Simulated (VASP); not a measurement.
**AlHg: relaxation of cell and atoms with PW91**

AlHg:

```
CELL_PARAMETERS angstrom
0.00000 3.06853 3.06853
3.06853 0.00000 3.06853
3.06853 3.06853 0.00000
ATOMIC_POSITIONS crystal
Al 0.00000 0.00000 0.00000
Hg 0.75000 0.75000 0.75000
```

The cell was built by a generator and needn't be a form met in nature.

```json
{
  "Program": "VASP 6.6.1",
  "Task": "relaxation of cell and atoms",
  "Functional": "PW91",
  "Potentials or basis": "VASP PAW PBE potentials, release 64 (Al, Hg)",
  "Cutoff": "600 eV",
  "k mesh": "8 × 8 × 8",
  "Occupations": "fermi-dirac, width 0.05 eV",
  "Spin": "no spin polarisation",
  "Further INCAR settings": "ALGO = Fast; EDIFF = 1e-06; IBRION = 2; EDIFFG = -0.005; NSW = 60; ISIF = 3"
}
```

* Relaxed volume: 28.93 Å³/atom
* Relaxed cell: a = 4.342 Å, b = 4.342 Å, c = 4.342 Å, α = 60.00°, β = 60.00°, γ = 60.00°
* Space group after relaxing (to 0.05 Å): F-43m (No. 216)
* Energy gained by relaxing: 0.0 meV/atom
* Ionic steps: 2
* Pressure after relaxing: 0.0 GPa
* Band gap on the k mesh: none (metal or under the smearing width)

Final structure:
```yaml
crystal:
  lattice:
    - [0.00000, 3.06996, 3.06996]
    - [3.06996, 0.00000, 3.06996]
    - [3.06996, 3.06996, 0.00000]
  atoms:
    - { symbol: Al, position: [0.00000, 0.00000, 0.00000] }
    - { symbol: Hg, position: [0.75000, 0.75000, 0.75000] }
```

Levels at points of the mesh, in eV from the Fermi level:
| k point | band 4 | band 5 | band 6 | band 7 | band 8 | band 9 | band 10 | band 11 |
| --- | --- | --- | --- | --- | --- | --- | --- | --- |
| (0.00, 0.00, 0.00) | -7.73 | -7.38 | -7.38 | 3.81 | 3.81 | 3.81 | 4.58 | 4.93 |
| (0.50, 0.00, 0.00) | -7.34 | -7.34 | -5.80 | -3.75 | 2.04 | 2.04 | 3.75 | 5.97 |
| (0.50, 0.50, 0.00) | -7.45 | -7.27 | -4.81 | -3.84 | 0.11 | 0.11 | 3.11 | 3.74 |

It took 36 s on 1 thread of Intel(R) Xeon(R) Platinum 8488C (Sapphire Rapids), on a shared host, peak memory 0.22 GiB.

Caveat: the PAW data sets were made with another functional, which shifts forces and pressure a little. Spin-orbit coupling is left out, which matters for the levels of Hg.
